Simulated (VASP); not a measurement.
Output of a VASP run:

File OUTCAR:
```
 ion  position               nearest neighbor table
   1  0.000  0.000  0.000-   2 1.95   2 1.95   2 1.97   2 1.97
   2  0.250  0.250  0.250-   1 1.95   1 1.95   1 1.97   1 1.97
  LATTYP: Found a body centered orthorhombic cell.
 ALAT       =     3.1805560224
 B/A-ratio  =     1.0151133501
 C/A-ratio  =     1.4249003147
 Subroutine PRICEL returns:
 Original cell was already a primitive cell.
 Subroutine GETGRP returns: Found  4 space group operations
The static configuration has the point symmetry C_2v.
The dynamic configuration has the point symmetry C_2v.
 Subroutine INISYM returns: Found  4 space group operations
 Subroutine IBZKPT returns following result:
 Found    171 irreducible k-points:

 Following reciprocal coordinates:
            Coordinates               Weight
  0.000000  0.000000  0.000000      1.000000
  0.100000  0.000000 -0.000000      4.000000
  0.200000  0.000000 -0.000000      4.000000
  0.300000  0.000000 -0.000000      4.000000
  0.400000  0.000000 -0.000000      4.000000
  0.500000  0.000000  0.000000      2.000000
  0.000000  0.100000 -0.000000      4.000000
  0.100000  0.100000  0.000000      4.000000
  0.200000  0.100000 -0.000000      8.000000
  0.300000  0.100000  0.000000      8.000000
  0.400000  0.100000 -0.000000      8.000000
  0.500000  0.100000 -0.000000      8.000000
 -0.400000  0.100000  0.000000      8.000000
 -0.300000  0.100000  0.000000      8.000000
 -0.200000  0.100000  0.000000      8.000000
 -0.100000  0.100000  0.000000      8.000000
  0.000000  0.200000 -0.000000      4.000000
  0.100000  0.200000  0.000000      8.000000
  0.200000  0.200000  0.000000      4.000000
  0.300000  0.200000  0.000000      8.000000
  0.400000  0.200000 -0.000000      8.000000
  0.500000  0.200000  0.000000      8.000000
 -0.400000  0.200000  0.000000      8.000000
 -0.300000  0.200000  0.000000      8.000000
 -0.200000  0.200000  0.000000      8.000000
 -0.100000  0.200000  0.000000      8.000000
  0.000000  0.300000  0.000000      4.000000
  0.100000  0.300000 -0.000000      8.000000
  0.200000  0.300000 -0.000000      8.000000
  0.300000  0.300000 -0.000000      4.000000
  0.400000  0.300000 -0.000000      8.000000
  0.500000  0.300000 -0.000000      8.000000
 -0.400000  0.300000  0.000000      8.000000
 -0.300000  0.300000  0.000000      8.000000
 -0.200000  0.300000  0.000000      8.000000
 -0.100000  0.300000  0.000000      8.000000
  0.000000  0.400000  0.000000      4.000000
  0.100000  0.400000 -0.000000      8.000000
  0.200000  0.400000  0.000000      8.000000
  0.300000  0.400000  0.000000      8.000000
   k-points           NKPTS =    171   k-points in BZ     NKDIM =    171   number of bands    NBANDS=      8
   number of dos      NEDOS =    301   number of ions     NIONS =      2
   total plane-waves  NPLWV =  21952
   dimension x,y,z NGX =    28 NGY =   28 NGZ =   28
   dimension x,y,z NGXF=    56 NGYF=   56 NGZF=   56
   ions per type =               1   1
   PREC   = accura    normal or accurate (medium, high low for compatibility)
   ISTART =      0    job   : 0-new  1-cont  2-samecut
   ICHARG =      2    charge: 1-file 2-atom 10-const
   ISPIN  =      1    spin polarized calculation?
   LNONCOLLINEAR =      F non collinear calculations
   LSORBIT =      F    spin-orbit coupling
   INIWAV =      1    electr: 0-lowe 1-rand  2-diag
   ENCUT  =  600.0 eV  44.10 Ry    6.64 a.u.   6.40  6.45  6.40*2*pi/ulx,y,z
   NELM   =    100;   NELMIN=  2; NELMDL= -5     # of ELM steps
   EDIFF  = 0.1E-06   stopping-criterion for ELM
   LREAL  =      F    real-space projection
   NLSPLINE    = F    spline interpolate recip. space projectors
   LMAXMIX     =    2 max onsite mixed and CHGCAR
   VOSKOWN=      0    Vosko Wilk Nusair interpolation
   EDIFFG = 0.1E-05   stopping-criterion for IOM
   NSW    =      0    number of steps for IOM
...
```

OSZICAR:
```
       N       E                     dE             d eps       ncg     rms          rms(c)
DAV:   1     0.768437020074E+01    0.76844E+01   -0.46390E+03  2736   0.104E+03
DAV:   2    -0.188825200926E+02   -0.26567E+02   -0.25829E+02  4296   0.122E+02
DAV:   3    -0.191803835051E+02   -0.29786E+00   -0.29786E+00  3240   0.169E+01
DAV:   4    -0.191810402928E+02   -0.65679E-03   -0.65679E-03  4392   0.809E-01
DAV:   5    -0.191810405902E+02   -0.29739E-06   -0.29802E-06  3344   0.146E-02    0.796E+00
DAV:   6    -0.172827432412E+02    0.18983E+01   -0.13025E+00  4112   0.821E+00    0.488E+00
DAV:   7    -0.171520889802E+02    0.13065E+00   -0.46778E-01  2752   0.482E+00    0.123E+00
DAV:   8    -0.171780025667E+02   -0.25914E-01   -0.22379E-01  3024   0.468E+00    0.541E-01
DAV:   9    -0.172747337285E+02   -0.96731E-01   -0.14807E-02  3472   0.119E+00    0.327E-01
DAV:  10    -0.172809331559E+02   -0.61994E-02   -0.85085E-04  3688   0.309E-01    0.293E-01
DAV:  11    -0.173096496792E+02   -0.28717E-01   -0.77804E-03  2736   0.106E+00    0.710E-02
DAV:  12    -0.173101796376E+02   -0.52996E-03   -0.25077E-03  4040   0.546E-01    0.559E-02
DAV:  13    -0.173101918866E+02   -0.12249E-04   -0.22767E-05  2944   0.480E-02    0.720E-02
DAV:  14    -0.173103284480E+02   -0.13656E-03   -0.10895E-04  3272   0.118E-01    0.155E-02
DAV:  15    -0.173103796388E+02   -0.51191E-04   -0.79296E-06  3680   0.343E-02    0.962E-03
DAV:  16    -0.173103969704E+02   -0.17332E-04   -0.32767E-06  3280   0.231E-02    0.492E-03
DAV:  17    -0.173103944609E+02    0.25095E-05   -0.16965E-06  3000   0.168E-02    0.830E-04
DAV:  18    -0.173103955679E+02   -0.11070E-05   -0.32114E-07  3048   0.664E-03    0.500E-04
DAV:  19    -0.173103950062E+02    0.56168E-06   -0.45023E-08  1368   0.206E-03    0.110E-03
DAV:  20    -0.173103951663E+02   -0.16011E-06   -0.28757E-08  1368   0.173E-03    0.421E-04
DAV:  21    -0.173103951338E+02    0.32538E-07   -0.66099E-09  1368   0.789E-04
   1 F= -.17310395E+02 E0= -.17310395E+02  d E =-.253853E-15
```

File OUTCAR:
```
------------------------ aborting loop because EDIFF is reached ----------------------------------------
  FORCE on cell =-STRESS in cart. coord.  units (eV):
  Direction    XX          YY          ZZ          XY          YZ          ZX
  --------------------------------------------------------------------------------------
  Total        0.0114801      0.0049124      0.0114801      0.0000000      0.0000000     -0.4705799
  in kB        0.7904569      0.3382414      0.7904569      0.0000000      0.0000000    -32.4015512
  external PRESSURE =       0.6397184 kB  Pullay stress =       0.0000000 kB
  volume of cell :       23.27
      direct lattice vectors                 reciprocal lattice vectors
     0.016994907  2.265987639  2.265987639    -0.222321750  0.220654337  0.222321750
     2.282982546  0.000000000  2.282982546     0.219011749 -0.220654337  0.219011749
     2.265987639  2.265987639  0.016994907     0.222321750  0.220654337 -0.222321750
  FREE ENERGIE OF THE ION-ELECTRON SYSTEM (eV)
  ---------------------------------------------------
  free  energy   TOTEN  =       -17.3103951338 eV

  energy  without entropy=      -17.3103951338  energy(sigma->0) =      -17.31039513
```
(Selected blocks of OUTCAR.)

**POSCAR**
```
BP
1
    0.0169949073     2.2659876387     2.2659876387
    2.2829825460     0.0000000000     2.2829825460
    2.2659876387     2.2659876387     0.0169949073
B P
1 1
Direct
  0.0000000000   0.0000000000   0.0000000000
  0.2500000000   0.2500000000   0.2500000000
```

### Question
Reconstruct the remaining input files.

### Answer
One answer among several that fit: the input of the run itself, r2SCAN meta-GGA, plane waves, VASP's PBE PAW potentials (set 64).

### INCAR
```
ALGO=Normal
EDIFF=1E-7
ENCUT=600
ISIF=2
ISMEAR=0
LASPH=.True.
LCHARG=.False.
LMIXTAU=.True.
LREAL=.False.
LWAVE=.False.
METAGGA=R2SCAN
NELM=100
PREC=Accurate
SIGMA=0.05
SYSTEM=BP
```

KPOINTS:
```
Automatic mesh
0
Gamma
10 10 10
0 0 0
```

POTCAR, in this order: B P (PBE.64 set). Program: vasp_std.

The compound is BP in the zinc blende structure. This cell was strained or had an atom moved on purpose.
